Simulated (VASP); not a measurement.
Calculation: RPBE GGA, VASP's PBE PAW potentials (set 64) (plane waves; VASP).

VASP input:

File KPOINTS:
```
Automatic mesh
0
Gamma
14 14 14
0 0 0
```

### INCAR
```
ALGO = Normal   # blocked Davidson
SYSTEM = Au
PREC = Accurate
NELM = 100   # most electronic steps
NSW = 60
GGA = RP
IBRION = 2   # conjugate gradients
ENCUT = 520   # plane-wave cut-off (eV)
LMAXMIX = 6
SIGMA = 0.1   # width (eV)
EDIFFG = -0.01   # ionic stop
ISIF = 3
LWAVE = .False.
LCHARG = .False.
ISMEAR = 1   # Methfessel-Paxton
EDIFF = 1E-6
LREAL = .False.   # projection in real space or not
LASPH = .True.
```

File POSCAR:
```
Au
1.0
  0.0000000000   2.0400000000   2.0400000000
  2.0400000000   0.0000000000   2.0400000000
  2.0400000000   2.0400000000   0.0000000000
Au
1
direct
  0.0000000000   0.0000000000   0.0000000000
```

POTCAR, in this order: Au (PBE.64 set). Program: vasp_std.

What VASP printed:

### OSZICAR
```
       N       E                     dE             d eps       ncg     rms          rms(c)
DAV:   1     0.429662134071E+02    0.42966E+02   -0.59806E+03  2081   0.110E+03
DAV:   2    -0.242819016658E+01   -0.45394E+02   -0.42911E+02  1939   0.198E+02
DAV:   3    -0.279721271263E+01   -0.36902E+00   -0.36868E+00  2213   0.190E+01
DAV:   4    -0.279825915272E+01   -0.10464E-02   -0.10464E-02  2118   0.103E+00
DAV:   5    -0.279826575238E+01   -0.65997E-05   -0.66004E-05  2163   0.801E-02    0.947E+00
DAV:   6    -0.259682181492E+01    0.20144E+00   -0.62088E-01  1904   0.789E+00    0.606E+00
DAV:   7    -0.257934047070E+01    0.17481E-01   -0.80499E-02  1992   0.284E+00    0.266E+00
DAV:   8    -0.257762456339E+01    0.17159E-02   -0.24855E-03  1990   0.490E-01    0.217E-01
DAV:   9    -0.257761568101E+01    0.88824E-05   -0.76323E-06  2101   0.318E-02    0.175E-02
DAV:  10    -0.257762425075E+01   -0.85697E-05   -0.50708E-06  2045   0.303E-02    0.172E-03
DAV:  11    -0.257762417659E+01    0.74154E-07   -0.49094E-08   978   0.216E-03
   1 F= -.25776242E+01 E0= -.25777751E+01  d E =-.257762E+01
       N       E                     dE             d eps       ncg     rms          rms(c)
DAV:   1    -0.716259506539E+01   -0.45850E+01   -0.99947E+01  1898   0.113E+02    0.192E+01
DAV:   2    -0.285842446739E+01    0.43042E+01   -0.11764E+01  1877   0.340E+01    0.819E+00
DAV:   3    -0.257042660893E+01    0.28800E+00   -0.11617E+00  1920   0.998E+00    0.691E+00
DAV:   4    -0.256283810538E+01    0.75885E-02   -0.19905E-02  1983   0.124E+00    0.199E+00
DAV:   5    -0.256131218455E+01    0.15259E-02   -0.13227E-02  2064   0.847E-01    0.260E-02
DAV:   6    -0.256140926267E+01   -0.97078E-04   -0.13326E-04  2033   0.122E-01    0.161E-02
DAV:   7    -0.256142360561E+01   -0.14343E-04   -0.89672E-06  2156   0.301E-02    0.116E-02
DAV:   8    -0.256142338646E+01    0.21915E-06   -0.19521E-07   988   0.366E-03
   2 F= -.25614234E+01 E0= -.25614019E+01  d E =0.162008E-01
       N       E                     dE             d eps       ncg     rms          rms(c)
DAV:   1    -0.422637139224E+01   -0.16649E+01   -0.31570E+01  1914   0.610E+01    0.770E+00
DAV:   2    -0.267502406854E+01    0.15513E+01   -0.58864E+00  1888   0.226E+01    0.170E+00
DAV:   3    -0.263006511323E+01    0.44959E-01   -0.24251E-01  1949   0.435E+00    0.141E+00
DAV:   4    -0.263147915015E+01   -0.14140E-02   -0.69521E-03  2015   0.772E-01    0.317E-01
DAV:   5    -0.263204534280E+01   -0.56619E-03   -0.80335E-04  2211   0.210E-01    0.511E-02
DAV:   6    -0.263207228290E+01   -0.26940E-04   -0.13532E-05  2130   0.411E-02    0.119E-02
DAV:   7    -0.263207198828E+01    0.29462E-06   -0.54161E-07  1029   0.713E-03
   3 F= -.26320720E+01 E0= -.26321076E+01  d E =-.544478E-01
       N       E                     dE             d eps       ncg     rms          rms(c)
DAV:   1    -0.263257205796E+01   -0.49978E-03   -0.93257E-03  1912   0.107E+00    0.133E-01
DAV:   2    -0.263212337399E+01    0.44868E-03   -0.15787E-03  1891   0.380E-01    0.493E-02
DAV:   3    -0.263210841119E+01    0.14963E-04   -0.75744E-05  1933   0.786E-02    0.386E-02
DAV:   4    -0.263211025496E+01   -0.18438E-05   -0.32354E-06  2000   0.162E-02    0.119E-03
DAV:   5    -0.263211026090E+01   -0.59393E-08   -0.62277E-08   936   0.246E-03
   4 F= -.26321103E+01 E0= -.26321589E+01  d E =-.544861E-01
```

### OUTCAR
```
------------------------ aborting loop because EDIFF is reached ----------------------------------------
  FORCE on cell =-STRESS in cart. coord.  units (eV):
  Direction    XX          YY          ZZ          XY          YZ          ZX
  --------------------------------------------------------------------------------------
  Total       -0.0075804     -0.0075804     -0.0075804     -0.0000000      0.0000000     -0.0000000
  in kB       -0.6572874     -0.6572874     -0.6572874     -0.0000000      0.0000000     -0.0000000
  external PRESSURE =      -0.6572874 kB  Pullay stress =       0.0000000 kB
  volume of cell :       18.48
      direct lattice vectors                 reciprocal lattice vectors
     0.000000000  2.098319554  2.098319554    -0.238285917  0.238285917  0.238285917
     2.098319554  0.000000000  2.098319554     0.238285917 -0.238285917  0.238285917
     2.098319554  2.098319554  0.000000000     0.238285917  0.238285917 -0.238285917
 POSITION                                       TOTAL-FORCE (eV/Angst)
 -----------------------------------------------------------------------------------
      0.00000      0.00000      0.00000        -0.000000     -0.000000     -0.000000
 -----------------------------------------------------------------------------------
    total drift:                               -0.000000      0.000000     -0.000000
  FREE ENERGIE OF THE ION-ELECTRON SYSTEM (eV)
  ---------------------------------------------------
  free  energy   TOTEN  =        -2.6321102609 eV

  energy  without entropy=       -2.6322560516  energy(sigma->0) =       -2.63215886

 reached required accuracy - stopping structural energy minimisation
```
(Selected blocks of OUTCAR.)

CONTCAR:
```
Au
   1.00000000000000
     0.0000000000000000    2.0983195538221828    2.0983195538221828
     2.0983195538221828    0.0000000000000000    2.0983195538221828
     2.0983195538221828    2.0983195538221828    0.0000000000000000
  Au
     1
Direct
     0.0000000000000000    0.0000000000000000    0.0000000000000000
```

Energy and stress use the plane-wave basis of the starting cell.

The compound is Au in the fcc structure. This run relaxes it. Symmetry was kept, so distortions that lower it aren't found.
